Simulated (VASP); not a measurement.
Method: PBE GGA, VASP's PBE PAW potentials (set 64) (plane waves; VASP).

Input for VASP

KPOINTS:
```
Automatic
0
Gamma
 7 7 7
```

POSCAR:
```
CdSe
1
    0.0000000000     3.0250000000     3.0250000000
    3.0250000000     0.0000000000     3.0250000000
    3.0250000000     3.0250000000     0.0000000000
Cd Se
1 1
Direct
  0.0000000000   0.0000000000   0.0000000000
  0.2500000000   0.2500000000   0.2500000000
```

**INCAR**
```
ISIF  =  2
EDIFF  =  1E-6
LREAL  =  .FALSE.   # projection in real space or not
SIGMA  =  0.05
LWAVE  =  .FALSE.
ALGO  =  Normal
GGA  =  PE   # PBE
NELM  =  100   # most electronic steps
LCHARG  =  .FALSE.
PREC  =  Accurate
ISMEAR  =  0
LMAXMIX  =  4
LASPH  =  .TRUE.   # aspherical one-centre terms
SYSTEM  =  CdSe
ENCUT  =  400
```

POTCAR, in this order: Cd Se (PBE.64 set). Program: vasp_std.

Q: Predict the energy per atom (σ→0), pressure, band gap (on the k-mesh).

A: 
```
Item                               Value
------------------------  --------------
energy per atom (σ→0)     -2.721 eV/atom
band gap (on the k-mesh)         0.64 eV
pressure                        3.76 GPa
```

**OSZICAR**
```
...
DAV:   6    -0.546410956191E+01    0.35281E+00   -0.66211E-01   698   0.109E+01    0.523E+00
DAV:   7    -0.544150472430E+01    0.22605E-01   -0.17238E-01   570   0.317E+00    0.220E+00
DAV:   8    -0.544221670194E+01   -0.71198E-03   -0.16283E-02   535   0.191E+00    0.255E-01
DAV:   9    -0.544231910505E+01   -0.10240E-03   -0.20846E-03   595   0.706E-01    0.550E-02
DAV:  10    -0.544238909811E+01   -0.69993E-04   -0.23527E-04   555   0.227E-01    0.454E-02
DAV:  11    -0.544243178917E+01   -0.42691E-04   -0.73002E-05   535   0.666E-02    0.126E-02
DAV:  12    -0.544243154529E+01    0.24388E-06   -0.61645E-06   615   0.382E-02
   1 F= -.54424315E+01 E0= -.54424315E+01  d E =-.148554E-14
```

The compound is CdSe in the zinc blende structure, whereas wurtzite is the usual form. The cell was not relaxed at this level.
